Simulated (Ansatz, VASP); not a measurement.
**One calculation of ZrHgS3, two programs**

```
CELL_PARAMETERS angstrom
5.12000 0.00000 0.00000
0.00000 5.12000 0.00000
0.00000 0.00000 5.12000
ATOMIC_POSITIONS crystal
Hg 0.00000 0.00000 0.00000
Zr 0.50000 0.50000 0.50000
S 0.50000 0.50000 0.00000
S 0.50000 0.00000 0.50000
S 0.00000 0.50000 0.50000
```

The cell comes from a database or a generator and needn't be the stable form of this composition.

Alike in both runs: task single point; functional LDA; k mesh 4 × 4 × 4; occupations gaussian, width 0.05 eV; no spin polarisation.

```csv
,VASP,Ansatz
version,VASP 6.6.1,Ansatz 0.2.0
potentials or method,"VASP PAW LDA potentials, release 64 (Hg, Zr_sv, S)","scalar-relativistic, plane waves, PAW"
plane-wave cutoff (eV),520,420
valence electrons in the cell,42,50
```

```csv
,VASP,Ansatz,Ansatz less VASP
gap on the k mesh at the Fermi level (eV),none,none,-
pressure (GPa),-7.4,-7.5,-0.02
```

A gap of «none» marks a metal or a gap that the smearing closes. The two sets of potentials don't hold the same shells in valence.

The runs have no spin-orbit coupling, so splittings on Hg are missing.
